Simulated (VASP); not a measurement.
# Sb5P3 (P1) in VASP: further runs, part 3 of 3

VASP 6.6.1. Earlier steps stand in the parts before.

## (4) Single point, revPBE

INCAR

```
PREC = Accurate ; ENCUT = 520
EDIFF = 1E-7 ; ISMEAR = -1
SIGMA = 0.05 ; LREAL = F
LASPH = T ; NELM = 80
ALGO = Fast ; ISIF = 2
LWAVE = F ; LCHARG = T
GGA = RE ; LELF = T
LVHAR = T ; NBANDS = 30
```

KPOINTS

```
Automatic mesh
0
Gamma
  4 3 2
```

POSCAR

```
Sb5P3
1.0
    0.0000000000      3.4326180000      0.0000000000
    0.0000000000      0.0000000000      5.7802740000
    8.4544530000      1.7163090000     -2.8901370000
Sb P
5 3
Direct
    0.1017658540      0.9752360022      0.7938067667
    0.9056577709      0.1845022829      0.2046798297
    0.4974004106      0.5435954395      0.0063102841
    0.7693838265      0.9389432226      0.4476532071
    0.2306706462      0.4865386668      0.5495856444
    0.6733112261      0.7634554341      0.6465460273
    0.3222576683      0.1028261786      0.3447080491
   -0.0147477237      0.2733872473      0.0007436318
```

Potentials or basis: VASP PAW PBE potentials, release 64 (Sb, P).

Started as:

```sh
$ cat potpaw_PBE.64/Sb/POTCAR potpaw_PBE.64/P/POTCAR > POTCAR
$ mpirun -np 1 vasp_std > vasp.out
```

OUTCAR:

```text
PREC = Accurate
   ENCUT = 520
   EDIFF = 1E-7
   ISMEAR = -1
   LREAL = F
   LASPH = T
   NELM = 80
   ISIF = 2
   GGA = RE

 ion  position               nearest neighbor table
   1  0.102  0.975  0.794-   8 2.08   6 2.26   6 2.27   5 2.96   2 3.47   4 3.47   4 3.49   3 3.65
                             3 3.65
   2  0.906  0.185  0.205-   8 2.05   7 2.23   7 2.30   4 2.95   5 3.46   5 3.47   1 3.47   3 3.56
                             3 3.59
   3  0.497  0.544  0.006-   8 2.27   8 2.35   2 3.56   2 3.59   1 3.65   1 3.65
   4  0.769  0.939  0.448-   7 2.29   7 2.30   6 2.31   2 2.95   5 3.43   5 3.47   1 3.47   5 3.47
                             1 3.49   5 3.51
   5  0.231  0.487  0.550-   6 2.29   6 2.34   7 2.38   1 2.96   4 3.43   2 3.46   4 3.47   2 3.47
                             4 3.47   4 3.51
   6  0.673  0.763  0.647-   1 2.26   1 2.27   5 2.29   4 2.31   5 2.34
   7  0.322  0.103  0.345-   2 2.23   4 2.29   4 2.30   2 2.30   5 2.38
   8  0.985  0.273  0.001-   2 2.05   1 2.08   3 2.27   3 2.35

  LATTYP: Found a body centered orthorhombic cell.
 ALAT       =     3.4326180000
 B/A-ratio  =     1.6839257966
 C/A-ratio  =     4.9259503970

  Lattice vectors:

 A1 = (  -8.4544530000,   1.7163090000,   2.8901370000)
 A2 = (  -8.4544530000,  -1.7163090000,  -2.8901370000)
 A3 = (   8.4544530000,  -1.7163090000,   2.8901370000)

Analysis of symmetry for initial positions (statically):
=====================================================================
 Subroutine PRICEL returns:
 Original cell was already a primitive cell.

 Routine SETGRP: Setting up the symmetry group for a
 body centered orthorhombic supercell.

 Subroutine GETGRP returns: Found  1 space group operations
 (whereof  1 operations were pure point group operations)
 out of a pool of  8 trial point group operations.

The static configuration has the point symmetry C_1 .

Analysis of symmetry for dynamics (positions and initial velocities):
=====================================================================
 Subroutine PRICEL returns:
 Original cell was already a primitive cell.

 Routine SETGRP: Setting up the symmetry group for a
 body centered orthorhombic supercell.

 Subroutine GETGRP returns: Found  1 space group operations
 (whereof  1 operations were pure point group operations)
 out of a pool of  8 trial point group operations.

The dynamic configuration has the point symmetry C_1 .

 Subroutine INISYM returns: Found  1 space group operations
 (whereof  1 operations are pure point group operations),
 and found     1 'primitive' translations

----------------------------------------------------------------------------------------

                                     Primitive cell

  volume of cell :     167.7488

  direct lattice vectors                    reciprocal lattice vectors
     0.000000000  3.432618000  0.000000000    -0.059140432  0.291322833  0.000000000
     0.000000000  0.000000000  5.780274000     0.059140432  0.000000000  0.173002179
     8.454453000  1.716309000 -2.890137000     0.118280863  0.000000000  0.000000000

  length of vectors
[... 80 lines left out ...]
  0.000000  0.000000  0.500000      1.000000
  0.250000  0.000000  0.500000      2.000000
  0.500000  0.000000  0.500000      1.000000
  0.000000  0.333333  0.500000      2.000000
  0.250000  0.333333  0.500000      2.000000
  0.500000  0.333333  0.500000      2.000000
 -0.250000  0.333333  0.500000      2.000000
   k-points           NKPTS =     14   k-points in BZ     NKDIM =     14   number of bands    NBANDS=     30
   number of dos      NEDOS =    301   number of ions     NIONS =      8
   total plane-waves  NPLWV =  94080
   dimension x,y,z NGX =    28 NGY =   48 NGZ =   70
   dimension x,y,z NGXF=    56 NGYF=   96 NGZF=  140
   ions per type =               5   3
   NGX,Y,Z   is equivalent  to a cutoff of  13.56, 13.81, 12.79 a.u.
   NGXF,Y,Z  is equivalent  to a cutoff of  27.12, 27.61, 25.58 a.u.
 SYSTEM =  unknown system
   PREC   = accura    normal or accurate (medium, high low for compatibility)
   ISTART =      0    job   : 0-new  1-cont  2-samecut
   ICHARG =      2    charge: 1-file 2-atom 10-const
   ISPIN  =      1    spin polarized calculation?
   LNONCOLLINEAR =      F non collinear calculations
   LSORBIT =      F    spin-orbit coupling
   LASPH  =      T    aspherical Exc in radial PAW
   ENCUT  =  520.0 eV  38.22 Ry    6.18 a.u.   6.38 10.75 16.92*2*pi/ulx,y,z
   NELM   =     80;   NELMIN=  2; NELMDL= -5     # of ELM steps
   EDIFF  = 0.1E-06   stopping-criterion for ELM
   LREAL  =      F    real-space projection
   EDIFFG = 0.1E-05   stopping-criterion for IOM
   NSW    =      0    number of steps for IOM
   IBRION =     -1    ionic relax: 0-MD 1-quasi-New 2-CG
   NFREE  =      0    steps in history (QN), initial steepest desc. (CG)
   ISIF   =      2    stress and relaxation
   ISYM   =      2    0-nonsym 1-usesym 2-fastsym
   POTIM  = 0.5000    time-step for ionic-motion
   TEBEG  =    0.0;   TEEND  =   0.0 temperature during run
   PSTRESS=    0.0 pullay stress
   NELECT =      40.0000    total number of electrons
   NUPDOWN=      -1.0000    fix difference up-down
   EMIN   =  10.00;   EMAX   =-10.00  energy-range for DOS
   EFERMI =   0.00;   METHOD = LEGACY
   ISMEAR =    -1;   SIGMA  =   0.05  broadening in eV -4-tet -1-fermi 0-gaus
   EFERMI_NEDOS =   21; number of points for ismear=-14 and -15
   IALGO  =     68    algorithm
   IMIX   =      4    mixing-type and parameters
     AMIX     =   0.40;   BMIX     =  1.00
     AMIX_MAG =   1.60;   BMIX_MAG =  1.00
  volume/ion in A,a.u.               =      20.97       141.50
  Fermi-wavevector in a.u.,A,eV,Ry     =   1.015177  1.918406 14.021946  1.030584
  Thomas-Fermi vector in A             =   2.148447
   LORBIT       =      0    0 simple, 1 ext, 2 COOP (PROOUT), +10 PAW based schemes
   GGA     = RE    functional components
   LHFCALC =     F    Hartree Fock is set to
   AEXX    =    0.0000 exact exchange contribution
   IVDW    =     0    specifies the selected vdW correction
   LEPSILON=     F    determine dielectric tensor
   LRPA    =     F    only Hartree local field effects (RPA)
 non-spin polarized calculation
 RMM-DIIS sequential band-by-band and
  energy-cutoff  :      520.00
  volume of cell :      167.75
 maximum number of plane-waves:      4548
 NGX is ok and might be reduce to    28
   NGX = 13   NGY = 21   NGZ = 33

 number of electron      40.0000000 magnetization

 Free energy of the ion-electron system (eV)
  ---------------------------------------------------
  ext. energy  EPLUGINS =         0.00000000
  ---------------------------------------------------
  free energy    TOTEN  =       -16.72415154 eV

  energy without entropy =      -16.68360132  energy(sigma->0) =      -16.70387643

 E-fermi :   9.8324     XC(G=0): -10.3368

 val. band max:        9.7564840850   @ k =   0.2500   0.3333   0.5000
 cond. band min:       9.8466101007   @ k =   0.0000   0.0000   0.0000
 fundamental gap:      0.0901260157
 Fermi energy:         9.8323527147

 k-point     1 :       0.0000    0.0000    0.0000
  band No.  band energies     occupation
      1      -7.3638      2.00000
      2      -6.0704      2.00000
      3      -5.9686      2.00000
      4      -1.8752      2.00000
      5      -1.6694      2.00000
      6      -0.1120      2.00000
[... 451 lines left out ...]
     29      13.8774      0.00000
     30      14.4061      0.00000

------------------------ aborting loop because EDIFF is reached ----------------------------------------

  FORCE on cell =-STRESS in cart. coord.  units (eV):
  Direction    XX          YY          ZZ          XY          YZ          ZX
  --------------------------------------------------------------------------------------
  -------------------------------------------------------------------------------------
  Total       64.6567993     60.6985905     52.6554973      0.2919930     -2.1977815     -2.4640119
  in kB      617.5403918    579.7353377    502.9153438      2.7888398    -20.9911236    -23.5339030
  external PRESSURE =     566.7303578 kB  Pullay stress =       0.0000000 kB

 VOLUME and BASIS-vectors are now :
 -----------------------------------------------------------------------------
  energy-cutoff  :      520.00
  volume of cell :      167.75
      direct lattice vectors                 reciprocal lattice vectors
     0.000000000  3.432618000  0.000000000    -0.059140432  0.291322833  0.000000000
     0.000000000  0.000000000  5.780274000     0.059140432  0.000000000  0.173002179
     8.454453000  1.716309000 -2.890137000     0.118280863  0.000000000  0.000000000

 POSITION                                       TOTAL-FORCE (eV/Angst)
 -----------------------------------------------------------------------------------
      6.71120      1.71174      3.34292        -1.762573      0.035622     -1.173966
      1.73046      3.46007      0.47492         3.045876     -0.288370     -1.308445
      0.05335      1.71822      3.12389         0.108797     -0.819779      5.660169
      3.78466      3.40931      4.13357         0.868948      0.105088     -3.591751
      4.64645      1.73506      1.22395        -0.852413     -0.346935     -3.853654
      5.46619      3.42089      2.54438        -0.041462      0.570935     -0.734883
      2.91432      1.69781     -0.40189        -0.111008      0.522776     -0.670334
      0.00629      3.38327      1.57810        -1.256165      0.220662      5.672863
 -----------------------------------------------------------------------------------
    total drift:                                0.000027     -0.000021     -0.000114

  FREE ENERGIE OF THE ION-ELECTRON SYSTEM (eV)
  ---------------------------------------------------
  free  energy   TOTEN  =       -16.7241515387 eV

  energy  without entropy=      -16.6836013211  energy(sigma->0) =      -16.70387643
```

Run time: 64 s. Hardware: 1 thread of Intel Xeon 6975P-C (Granite Rapids), shared host; peak memory 0.31 GiB.

Results:

| Item | Value |
| --- | --- |
| Free energy | -16.7242 eV |
| Pressure | 56.7 GPa |
| Largest force | 5.814 eV/Å |
| Band gap on the k mesh | none (metal or under the smearing width) |

Forces in eV/Å, atoms in the order of the input:
```
Sb  -1.763  0.036 -1.174
Sb   3.046 -0.288 -1.308
Sb   0.109 -0.820  5.660
Sb   0.869  0.105 -3.592
Sb  -0.852 -0.347 -3.854
P   -0.041  0.571 -0.735
P   -0.111  0.523 -0.670
P   -1.256  0.221  5.673
```

Caveat: the k mesh is coarse (spacing up to 0.47 Å⁻¹), so the values aren't converged; a pressure of tens of GPa on the cell as given is suspect, and the run, the potentials or the cell itself is likely at fault; the PAW data sets were made with another functional, which shifts forces and pressure a little. Spin-orbit coupling is left out, which matters for the levels of Sb.

## (5) Molecular dynamics, revPBE

INCAR

```
SYSTEM = Sb5P3
PREC = Accurate
ENCUT = 520
EDIFF = 1E-5
ISMEAR = -1
SIGMA = 0.05
LREAL = .False.
LASPH = .True.
NELM = 100
ALGO = Normal
ISIF = 2
LWAVE = .False.
LCHARG = .False.
GGA = RE
IBRION = 0
NSW = 20
POTIM = 1.0
TEBEG = 300.0
TEEND = 300.0
ISYM = 0
NELMIN = 4
RANDOM_SEED = 298886 0 0
MDALGO = 2
SMASS = 0
```

KPOINTS

```
regular mesh
0
Gamma
  4 3 2
  0 0 0
```

POSCAR

```
Sb5P3
1.0
    0.0000000000      3.4326180000      0.0000000000
    0.0000000000      0.0000000000      5.7802740000
    8.4544530000      1.7163090000     -2.8901370000
Sb P
5 3
Direct
    0.1047000000      0.9721000000      0.7906000000
    0.8953000000      0.1815000000      0.2094000000
    0.5000000000      0.5150000000      0.0000000000
    0.7735000000      0.9455000000      0.4530000000
    0.2265000000      0.4925000000      0.5470000000
    0.6809000000      0.7771000000      0.6382000000
    0.3191000000      0.1389000000      0.3618000000
    0.0000000000      0.3110000000      0.0000000000
```

Potentials or basis: VASP PAW PBE potentials, release 64 (Sb, P).

Started as:

```sh
$ cat potpaw_PBE.64/Sb/POTCAR potpaw_PBE.64/P/POTCAR > POTCAR
$ mpirun -np 1 vasp_std > vasp.out
```

OUTCAR:

```text
SYSTEM = Sb5P3
   PREC = Accurate
   ENCUT = 520
   EDIFF = 1E-5
   ISMEAR = -1
   LREAL = .False.
   LASPH = .True.
   NELM = 100
   ISIF = 2
   GGA = RE
   IBRION = 0
   NSW = 20
   POTIM = 1.0
   TEBEG = 300.0
   ISYM = 0
   NELMIN = 4

 ion  position               nearest neighbor table
   1  0.105  0.972  0.791-   8 2.23   6 2.25   6 2.25   5 2.92   4 3.43   4 3.43   3 3.53   3 3.53
                             2 3.54
   2  0.895  0.181  0.209-   8 2.23   7 2.25   7 2.25   4 2.92   5 3.43   5 3.43   3 3.53   3 3.53
                             1 3.54
   3  0.500  0.515  0.000-   8 2.08   8 2.08   2 3.53   1 3.53   2 3.53   1 3.53
   4  0.773  0.946  0.453-   6 2.17   7 2.33   7 2.33   2 2.92   1 3.43   1 3.43   5 3.45   5 3.45
                             5 3.45   5 3.45
   5  0.227  0.492  0.547-   7 2.17   6 2.33   6 2.33   1 2.92   2 3.43   2 3.43   4 3.45   4 3.45
                             4 3.45   4 3.45
[... 332 lines left out ...]
 number of electron      39.9999999 magnetization

------------------------ aborting loop because EDIFF is reached ----------------------------------------
[... 99 lines left out ...]
--------------------------------------- Ionic step       20  -------------------------------------------

 number of electron      39.9999999 magnetization

 Free energy of the ion-electron system (eV)
  ---------------------------------------------------
  ext. energy  EPLUGINS =         0.00000000
  ---------------------------------------------------
  free energy    TOTEN  =       -16.57929216 eV

  energy without entropy =      -16.53418207  energy(sigma->0) =      -16.55673712

 E-fermi :   9.8255     XC(G=0): -10.3163

 val. band max:        9.8039529927   @ k =   0.0000   0.0000   0.0000
 cond. band min:       9.8295601282   @ k =   0.0000   0.0000   0.0000
 fundamental gap:      0.0256071355
 Fermi energy:         9.8254989501

 k-point     1 :       0.0000    0.0000    0.0000
  band No.  band energies     occupation
      1      -7.4516      2.00000
      2      -6.1527      2.00000
      3      -6.0700      2.00000
      4      -1.8212      2.00000
      5      -1.7786      2.00000
      6      -0.3874      2.00000
[... 422 lines left out ...]
  ENERGY OF THE ELECTRON-ION-THERMOSTAT SYSTEM (eV)
  ---------------------------------------------------
% ion-electron   TOTEN  =       -16.579292  see above
  kinetic energy EKIN   =         0.212503
  kin. lattice  EKIN_LAT=         0.000000  (temperature  234.86 K)
  nose potential ES     =         1.084561
  nose kinetic   EPS    =         0.722841
  ---------------------------------------------------
  total energy   ETOTAL =       -14.559387 eV
```

Run time: 4.4 min. Hardware: 1 thread of Intel Xeon 6975P-C (Granite Rapids), shared host; peak memory 0.38 GiB.

The path:
```csv
step,potential energy change (eV),largest force (eV/Å),pressure (GPa),volume (Å³),temperature (K)
1,0.0000,12.0477,62.59,167.75,307
2,-0.0351,11.9641,62.51,167.75,338
3,-0.0932,11.8414,62.38,167.75,401
4,-0.1725,11.6790,62.21,167.75,483
5,-0.2707,11.4784,61.98,167.75,576
6,-0.3840,11.2431,61.72,167.75,668
7,-0.5081,10.9782,61.42,167.75,747
8,-0.6378,10.6926,61.10,167.75,798
9,-0.7683,10.3929,60.77,167.75,813
10,-0.8952,10.0899,60.45,167.75,791
11,-1.0154,9.7924,60.13,167.75,738
12,-1.1268,9.5083,59.82,167.75,666
13,-1.2289,9.2436,59.54,167.75,586
14,-1.3219,9.0016,59.27,167.75,508
15,-1.4067,8.7840,59.02,167.75,437
16,-1.4845,8.5902,58.79,167.75,377
17,-1.5563,8.4191,58.58,167.75,327
18,-1.6234,8.2688,58.38,167.75,288
19,-1.6866,8.1370,58.19,167.75,258
20,-1.7469,8.0215,58.00,167.75,235
```

Caveat: the k mesh is coarse (spacing up to 0.47 Å⁻¹), so the values aren't converged; the PAW data sets were made with another functional, which shifts forces and pressure a little. The run has no spin-orbit coupling, so splittings on Sb are missing.
